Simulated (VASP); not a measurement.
Here is a VASP 6.6.1 calculation.

The input INCAR:

```
PREC = Accurate
ENCUT = 520
EDIFF = 1E-7
ISMEAR = -1
SIGMA = 0.05
LREAL = F
LASPH = T
NELM = 80
ALGO = Normal
ISIF = 2
LWAVE = F
LCHARG = T
LDIPOL = T
IDIPOL = 3
DIPOL = 0.5 0.5 0.500
GGA = PE
LELF = T
LVHAR = T
LVACPOTAV = T
NBANDS = 50
```

Contents of KPOINTS:

```
Automatic mesh
0
Gamma
  10 7 1
```

The input POSCAR:

```
Pt
1.0
    2.7688887338      0.0000000000      0.0000000000
    0.0000000000      3.9158000000      0.0000000000
    0.0000000000      0.0000000000     24.6911105682
Pt
8
Direct
    0.5000000000      0.5000000000      0.3037530442
    0.0000000000      0.0000000000      0.3598236030
    0.5000000000      0.5000000000      0.4158941618
    0.0000000000      0.0000000000      0.4719647206
    0.5000000000      0.5000000000      0.5280352794
    0.0000000000      0.0000000000      0.5841058382
    0.5000000000      0.5000000000      0.6401763970
    0.0000000000      0.0000000000      0.6962469558
```

Potentials or basis: VASP PAW PBE potentials, release 64 (Pt).

Launch:

```bash
$ cat potpaw_PBE.64/Pt/POTCAR > POTCAR
$ mpirun -np 1 vasp_std > vasp.out
```

Q: Estimate the work function of the upper face.

A: 5.35 eV.

Q: Predict the band gap on the k mesh.

A: None (metal or under the smearing width).

Q: Predict the largest force.

A: 1.146 eV/Å.

Forces on the atoms (eV/Å):
```
Pt   0.000  0.000  0.407
Pt   0.000  0.000 -1.146
Pt   0.000  0.000 -0.044
Pt   0.000  0.000  0.113
Pt   0.000  0.000 -0.113
Pt   0.000  0.000  0.044
Pt   0.000  0.000  1.146
Pt   0.000  0.000 -0.407
```

The run has no spin-orbit coupling, so splittings on Pt are missing.
